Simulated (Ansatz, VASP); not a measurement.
**TlInH2: VASP beside Ansatz**

```
Tl In H
1.0
    -3.32874    3.32874    3.40674
     3.32874   -3.32874    3.40674
     3.32874    3.32874   -3.40674
Tl In H
2 2 4
Direct
  0.25000 0.25000 0.00000
  0.75000 0.75000 0.00000
  0.75000 0.25000 0.50000
  0.25000 0.75000 0.50000
  0.62780 0.12780 0.75560
  0.12780 0.37220 0.50000
  0.37220 0.87220 0.24440
  0.87220 0.62780 0.50000
```

Alike in both runs: functional PBE; k mesh 4 × 4 × 4; no spin polarisation.

Ansatz relaxed the structure, and its values are those at the end. VASP's run is a single point on that final structure, the one shown.

```csv
,VASP,Ansatz
version,VASP 6.6.1,Ansatz 0.2.0
potentials or method,"VASP PAW PBE potentials, release 64 (Tl_d, In_d, H)",PAW plane waves
plane-wave cutoff (eV),520,420
occupations,"fermi-dirac, width 0.1 eV",fermi-dirac
valence electrons in the cell,56,56
```

|  | VASP | Ansatz | Ansatz less VASP |
| --- | --- | --- | --- |
| gap on the k mesh at the Fermi level (eV) | none | none | - |
| pressure (GPa) | -0.1 | 0.0 | +0.08 |

A gap of «none» marks a metal or a gap that the smearing closes.

The runs have no spin-orbit coupling, so splittings on Tl are missing.
